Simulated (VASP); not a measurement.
# GW on SiC (Moissanite 3C), part 8 of 8

How does the gap of SiC (Moissanite 3C) change from the starting functional to GW? The cell is of the zinc-blende type, one of the forms listed for this formula. The start is a cell from a database of measured crystal structures.

VASP 6.6.1, plane waves and PAW; the level of theory is named at each step.

So far, quasiparticle gap on the mesh (eV): step 3 (evGW0, evGW0 on LDA) 2.36; step 4 (evGW, evGW on LDA) 2.57; step 5 (QPGW0, QPGW0 on LDA) 2.44. Also gap on the k-mesh (eV): step 2 (empty bands, functional LDA) 1.30; step 7 (another starting point, HSE06) 2.25.

**9. G0W0**

This step: G0W0 on HSE06; plane waves and PAW (Si_GW, C_GW) (VASP 6.6.1).

One pass of GW corrects the levels to first order, with G and W from the starting orbitals.

INCAR reads:

```
SYSTEM = SiC
PREC = Accurate
ENCUT = 440
ISMEAR = 0
SIGMA = 0.01
LREAL = .FALSE.
LHFCALC = .TRUE.
AEXX = 0.25
GGA = PE
HFSCREEN = 0.2
LASPH = .TRUE.
NBANDS = 116
PRECFOCK = Fast
ALGO = EVGW0
NELMGW = 1
ENCUTGW = 180
NOMEGA = 48
NBANDSGW = 12
LWAVE = .FALSE.
LCHARG = .FALSE.
```

POSCAR reads:

```
SiC
1.0
    0.0000000000      2.1790000000      2.1790000000
    2.1790000000      0.0000000000      2.1790000000
    2.1790000000      2.1790000000      0.0000000000
Si C
1 1
Direct
    0.0000000000      0.0000000000      0.0000000000
    0.7500000000      0.7500000000      0.7500000000
```

KPOINTS reads:

```
Automatic mesh
0
Gamma
6 6 6
0 0 0
```

PAW data sets: Si_GW and C_GW (LDA family, release 64).

The run starts from files that an earlier step left in the folder.

The run is started by

```console
$ mpirun -np 4 vasp_std
```

What it wrote:

```text
[banner, memory and clock lines left out]
running    4 mpi-ranks, on    1 nodes
 distrk:  each k-point on    4 cores,    1 groups
 distr:  one band on    1 cores,    4 groups

 POSCAR found type information on POSCAR SiC
 POSCAR found :  2 types and       2 ions
 [... a notice as in an earlier step ...]

 [... a notice as in an earlier step ...]

 LDA part: xc-table for (Slater+PW92), standard interpolation
 found WAVECAR, reading the header
 POSCAR, INCAR and KPOINTS ok, starting setup
 FFT: planning ... GRIDC
 FFT: planning ... GRID_SOFT
 FFT: planning ... GRID
 reading WAVECAR
 the WAVECAR file was read successfully
 initial charge from wavefunction
 available memory per node:    187.14 GB, setting MAXMEM to    191629

 The Fermi energy was updated, please check that it is located mid-gap
 values below the HOMO (VB) or above the LUMO (CB) will cause erroneous energies
 E-fermi :   8.4602

 calculate exact exchange contribution
 the WAVEDER file was read successfully
energies w=
    0.000    0.000    0.890    0.000    1.777    0.000    2.656    0.000
    3.525    0.000    4.382    0.000    5.225    0.000    6.053    0.000
    6.866    0.000    7.663    0.000    8.446    0.000    9.217    0.000
    9.976    0.000   10.727    0.000   11.471    0.000   12.210    0.000
   12.948    0.000   13.688    0.000   14.432    0.000   15.185    0.000
   15.950    0.000   16.731    0.000   17.533    0.000   18.361    0.000
   19.220    0.000   20.118    0.000   21.061    0.000   22.059    0.000
   23.122    0.000   24.264    0.000   25.499    0.000   26.845    0.000
   28.327    0.000   29.972    0.000   31.819    0.000   33.915    0.000
   36.323    0.000   39.131    0.000   42.454    0.000   46.461    0.000
   51.394    0.000   57.625    0.000   65.748    0.000   76.773    0.000
   92.573    0.000  117.050    0.000  159.907    0.000  253.815    0.000
 responsefunction array rank=     120
 LDA part: xc-table for (Slater+PW92), standard interpolation

 min. memory requirement per mpi rank    157.5 MB, per node    630.0 MB

 allocating  12 responsefunctions rank=   120
 shmem allocating  48 responsefunctions rank=   120
 response function shared by NCSHMEM nodes    1
 Doing           12  frequencies on each core in blocks of           48
NQ=   1    0.0000    0.0000    0.0000,
|.........|.........|.........|.........|.........|.........|.........|.........
 performed        238000 updates of chi_q(r,r)
 total number of BLAS operations         24.32 Gflops
NQ=   2    0.1667    0.0000    0.0000,
|.........|.........|.........|.........|.........|.........|.........|.........
 performed        665000 updates of chi_q(r,r)
 total number of BLAS operations         70.33 Gflops
NQ=   3    0.3333    0.0000    0.0000,
|.........|.........|.........|.........|.........|.........|.........|.........
 performed       1092000 updates of chi_q(r,r)
 total number of BLAS operations        117.13 Gflops
NQ=   4    0.5000    0.0000    0.0000,
|.........|.........|.........|.........|.........|.........|.........|.........
 performed       1452000 updates of chi_q(r,r)
 total number of BLAS operations        150.78 Gflops
NQ=   5    0.1667    0.1667    0.0000,
|.........|.........|.........|.........|.........|.........|.........|.........
 performed       1879000 updates of chi_q(r,r)
 total number of BLAS operations        194.44 Gflops
NQ=   6    0.3333    0.1667    0.0000,
|.........|.........|.........|.........|.........|.........|.........|.........
 performed       2545000 updates of chi_q(r,r)
 total number of BLAS operations        264.99 Gflops
NQ=   7    0.5000    0.1667    0.0000,
|.........|.........|.........|.........|.........|.........|.........|.........
 performed       3211000 updates of chi_q(r,r)
 total number of BLAS operations        335.54 Gflops
NQ=   8   -0.3333    0.1667    0.0000,
|.........|.........|.........|.........|.........|.........|.........|.........
 performed       3877000 updates of chi_q(r,r)
 total number of BLAS operations        406.09 Gflops
NQ=   9   -0.1667    0.1667    0.0000,
|.........|.........|.........|.........|.........|.........|.........|.........
 performed       4454000 updates of chi_q(r,r)
 total number of BLAS operations        463.03 Gflops
NQ=  10    0.3333    0.3333    0.0000,
|.........|.........|.........|.........|.........|.........|.........|.........
 performed       4881000 updates of chi_q(r,r)
 total number of BLAS operations        506.69 Gflops
NQ=  11    0.5000    0.3333    0.0000,
|.........|.........|.........|.........|.........|.........|.........|.........
 performed       5547000 updates of chi_q(r,r)
 total number of BLAS operations        568.91 Gflops
NQ=  12   -0.3333    0.3333    0.0000,
|.........|.........|.........|.........|.........|.........|.........|.........
 performed       6124000 updates of chi_q(r,r)
 total number of BLAS operations        631.10 Gflops
NQ=  13    0.5000    0.5000    0.0000,
|.........|.........|.........|.........|.........|.........|.........|.........
 performed       6445000 updates of chi_q(r,r)
 total number of BLAS operations        665.72 Gflops
NQ=  14    0.5000    0.3333    0.1667,
|.........|.........|.........|.........|.........|.........|.........|.........
 performed       7195000 updates of chi_q(r,r)
 total number of BLAS operations        738.35 Gflops
NQ=  15   -0.3333    0.3333    0.1667,
|.........|.........|.........|.........|.........|.........|.........|.........
 performed       7900000 updates of chi_q(r,r)
 total number of BLAS operations        809.18 Gflops
NQ=  16   -0.3333    0.5000    0.1667,
|.........|.........|.........|.........|.........|.........|.........|.........
 performed       8480000 updates of chi_q(r,r)
 total number of BLAS operations        865.38 Gflops
 resolving degeneracies of screened two electron integrals

 calculate QP shifts <psi_nk| G(iteration)W_0 |psi_nk>: iteration 1
 entering main loop
```

Wall time 3 min (4 MPI ranks of AMD EPYC 7R43, shared host); peak memory 1.1 GiB.

Parts of OUTCAR (step 9):

```text
   NELECT =       8.0000    total number of electrons

 E-fermi :   8.4602

 QP shifts <psi_nk| G(iteration)W_0 |psi_nk>: iteration 1
 for sc-GW calculations column KS-energies equals QP-energies in previous step
 and V_xc(KS)=  KS-energies - (<T + V_ion + V_H > + <T+V_H+V_ion>^1  + <V_x>^1)
 k-point   1 :       0.0000    0.0000    0.0000
  band No.  KS-energies  QP-energies   sigma(KS)   V_xc(KS)     V^pw_x(r,r')   Z            occupation Imag(sigma)
      1      -9.6532      -9.3774     -14.6118     -14.9819     -21.7359       0.7452       2.0000       1.3331
      2       7.3371       7.0541     -15.7448     -15.3955     -17.4857       0.8098       2.0000       0.0764
      3       7.3371       7.0541     -15.7448     -15.3955     -17.4857       0.8098       2.0000       0.0764
      4       7.3371       7.0541     -15.7448     -15.3955     -17.4857       0.8098       2.0000       0.0764
      5      14.8555      14.9062     -12.2797     -12.3430      -7.1983       0.8014       0.0000      -0.1045
      6      15.9156      16.0480     -10.6585     -10.8213      -5.7163       0.8133       0.0000      -0.1012
      7      15.9156      16.0480     -10.6585     -10.8213      -5.7163       0.8133       0.0000      -0.1012
      8      15.9156      16.0480     -10.6585     -10.8213      -5.7163       0.8133       0.0000      -0.1012
    ...

 k-point   2 :       0.1667    0.0000    0.0000
  band No.  KS-energies  QP-energies   sigma(KS)   V_xc(KS)     V^pw_x(r,r')   Z            occupation Imag(sigma)
      1      -9.0684      -8.8013     -14.6560     -15.0135     -21.6355       0.7471       2.0000       1.2538
      2       4.7472       4.4585     -15.0772     -14.7149     -17.4013       0.7967       2.0000       0.0948
      3       6.9760       6.6887     -15.6196     -15.2640     -17.4281       0.8081       2.0000       0.0774
      4       6.9760       6.6887     -15.6196     -15.2640     -17.4281       0.8081       2.0000       0.0774
      5      14.9188      15.0030     -11.3512     -11.4550      -6.4411       0.8112       0.0000      -0.0981
      6      16.4840      16.6049     -10.7456     -10.8951      -5.6403       0.8086       0.0000      -0.1107
      7      16.4840      16.6049     -10.7456     -10.8951      -5.6403       0.8086       0.0000      -0.1107
      8      17.1110      17.2087     -12.0393     -12.1625      -6.6509       0.7934       0.0000      -0.1297
    ...

[... 8 parts as in an earlier step ...]

[... 8 further parts left out ...]
```

This step gave:

| Quantity | Value |
| --- | --- |
| quasiparticle gap on the mesh | 2.602 eV |
| smallest direct quasiparticle gap on the mesh | 6.116 eV |
| gap of the starting orbitals on the mesh | 2.246 eV |

GW takes the gap from 2.246 to 2.602 eV. That is +390 meV against the one-shot pass on LDA. The value holds for 116 bands, ENCUTGW = 180 eV and this mesh, and isn't shown to be converged in them.

**10. Summary**

This step: GW series: evGW0 on LDA, evGW on LDA, QPGW0 on LDA, G0W0 on HSE06; plane waves and PAW (VASP 6.6.1).

No new run; the numbers come from the runs before.

Cost is wall time times ranks on a shared host, with the step that makes the empty bands. GW runs:

```csv
level,bands,ENCUTGW (eV),NOMEGA,k mesh,starting gap (eV),quasiparticle gap (eV),direct gap (eV),cost (core minutes)
evGW0 on LDA,116,180,48,6x6x6,1.296,2.365,5.825,38.25
evGW on LDA,116,180,48,6x6x6,1.296,2.569,6.09,43.45
QPGW0 on LDA,116,180,48,6x6x6,1.296,2.444,5.873,222.5
G0W0 on HSE06,116,180,48,6x6x6,2.246,2.602,6.116,43.21
```

**11. Results**

```json
{"evGW0 on LDA, 116 bands, ENCUTGW 180 eV, NOMEGA 48, mesh 6×6×6": "1.296 → 2.365 eV", "evGW on LDA, 116 bands, ENCUTGW 180 eV, NOMEGA 48, mesh 6×6×6": "1.296 → 2.569 eV", "QPGW0 on LDA, 116 bands, ENCUTGW 180 eV, NOMEGA 48, mesh 6×6×6": "1.296 → 2.444 eV", "G0W0 on HSE06, 116 bands, ENCUTGW 180 eV, NOMEGA 48, mesh 6×6×6": "2.246 → 2.602 eV"}
```

What this shows: evGW0 gives a quasiparticle gap of 2.365 eV on the mesh, 1.07 eV over the LDA gap on the same mesh. Over the final values of the levels run here the gap spans 2.36 to 2.60 eV. In evGW0 the first pass, which is the one-shot result, gives 2.211 eV and pass 4 gives 2.365 eV; the last pass changed the gap by +3 meV, so the loop is converged. In evGW the first pass, which is the one-shot result, gives 2.211 eV and pass 4 gives 2.569 eV; the last pass changed the gap by +22 meV, so more passes would move it further. In QPGW0 the first pass gives 2.214 eV and pass 4 gives 2.444 eV; the last pass changed the gap by +20 meV, so more passes would move it further. One-shot gaps: 2.211 eV from LDA and 2.602 eV from HSE06. The starting gaps span 0.95 eV and the one-shot gaps 0.39 eV. Bands, response cutoff and mesh weren't tested for convergence, and band edges off the mesh aren't seen. Not tabulated here, as repeats of values shown or as unfit to read for their mesh, reference level or band range: eps2 curves (empty bands); eps1 curves and static values (empty bands); gaps (empty bands).

[Lines on the potential files, build, host, timing and source positions are cut from VASP's logs without a mark.]

[Logs are printed without paths, hosts, clocks, repeated set-up lines and the standing remarks that a program may print on its own settings, such as how far it seeks lower states.]

[Hosts, paths, dates, database ids (printed as entryN), source tags and the programs' standing remarks are cut or masked in the printed files.]

[Pressures printed for these runs are not shown converged in the cutoff: they can be off by several GPa and have the wrong sign.]
